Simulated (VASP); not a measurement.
Data:

```yaml
crystal:
  lattice:
    - [2.16355, -6.01056, 0.00000]
    - [2.16355, 6.01056, 0.00000]
    - [0.00000, 0.00000, 4.57014]
  atoms:
    - { symbol: Sb, position: [0.38100, 0.61900, 0.53613] }
    - { symbol: Sb, position: [0.61900, 0.38100, 0.46387] }
    - { symbol: Sb, position: [0.88100, 0.11900, 0.96387] }
    - { symbol: Sb, position: [0.11900, 0.88100, 0.03613] }
```

Level of theory: PBEsol GGA, VASP's PBE PAW potentials (set 64) (plane waves; VASP). Numerical set-up: 400 eV cut-off, 9×9×8 Γ-centred mesh, tetrahedra with Blöchl corrections, potentials Sb.

Without a dispersion term in the relaxation, distances and binding between the weakly bound layers, chains or molecules are unreliable, and so is what depends on them.  Unless said otherwise, spin-orbit coupling is left out, though it shifts the bands of the heavy elements here.

Question: Tabulate the total density of states (states/eV per cell) against energy (eV; zero at the valence-band maximum or, without a gap, the Fermi level).

Answer: 
| E (eV) | DOS (states/eV) |
|---|---|
| -9.91 | 2.39 |
| -9.70 | 3.29 |
| -9.49 | 1.05 |
| -9.28 | 0.54 |
| -8.96 | 0.61 |
| -8.75 | 1.13 |
| -8.53 | 1.90 |
| -8.32 | 2.08 |
| -8.11 | 2.16 |
| -7.90 | 2.49 |
| -7.68 | 1.70 |
| -7.47 | 1.39 |
| -7.15 | 0.80 |
| -6.94 | 0.69 |
| -6.73 | 0.59 |
| -6.52 | 0.52 |
| -6.30 | 0.45 |
| -6.09 | 0.41 |
| -5.88 | 0.35 |
| -5.56 | 0.31 |
| -5.35 | 0.26 |
| -5.14 | 0.06 |
| -4.92 | 0.61 |
| -4.71 | 1.37 |
| -4.50 | 1.60 |
| -4.29 | 1.65 |
| -3.97 | 1.82 |
| -3.76 | 2.18 |
| -3.54 | 2.66 |
| -3.33 | 2.86 |
| -3.12 | 2.75 |
| -2.91 | 2.46 |
| -2.70 | 2.48 |
| -2.48 | 2.86 |
| -2.17 | 2.36 |
| -1.95 | 2.61 |
| -1.74 | 2.98 |
| -1.53 | 3.75 |
| -1.32 | 3.23 |
| -1.10 | 3.04 |
| -0.89 | 3.02 |
| -0.57 | 2.49 |
| -0.36 | 2.39 |
| -0.15 | 1.79 |
| 0.06 | 0.47 |
| 0.28 | 0.43 |
| 0.49 | 0.68 |
| 0.70 | 1.51 |
| 1.02 | 2.24 |
| 1.23 | 2.26 |
| 1.44 | 2.37 |
| 1.66 | 2.67 |
| 1.87 | 3.02 |
| 2.08 | 3.01 |
| 2.29 | 2.96 |
| 2.51 | 2.49 |
| 2.82 | 2.62 |
| 3.04 | 2.63 |
| 3.25 | 1.53 |
| 3.46 | 0.99 |
Within 2 eV below the Fermi level the largest weight inside VASP's projection spheres is Sb p.

The structure was generated: Sb was put into the black-P type (Cmce), which need not be its known phase. It was relaxed first, which changed the volume by -20 %.
